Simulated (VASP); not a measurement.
Here is the system:

```
CELL_PARAMETERS angstrom
      3.97981     0.00000     0.00000
     -1.98991     3.44662     0.00000
      0.00000     0.00000     5.02388
ATOMIC_POSITIONS crystal
  Ni 0.66667 0.33333 0.25000
  Ni 0.33333 0.66667 0.75000
  Ni 0.00000 0.00000 0.00000
  Ni 0.00000 0.00000 0.50000
  Ge 0.66667 0.33333 0.75000
  Ge 0.33333 0.66667 0.25000
```

All values below come from PBEsol GGA, VASP's PBE PAW potentials (set 64) (plane waves; VASP). Numerical set-up: 300 eV cut-off, 9×9×6 Γ-centred mesh, Gaussian smearing of 0.27 eV, potentials Ni Ge_d.

At this cut-off the stress carries a Pulay error, which pulls relaxed volumes low.

### Question
Give the stress tensor in GPa (positive for a compressed cell).

### Answer

```
-1.83   0.00   0.00
 0.00  -1.83   0.00
 0.00   0.00  -1.70
```
The pressure is its mean diagonal, -1.79 GPa.

The structure comes from a computed database's Ni2Ge entry; how it stands against other phases isn't given here. The cell was not relaxed at this level. The run is not spin-polarised, so no magnetic state was tried.
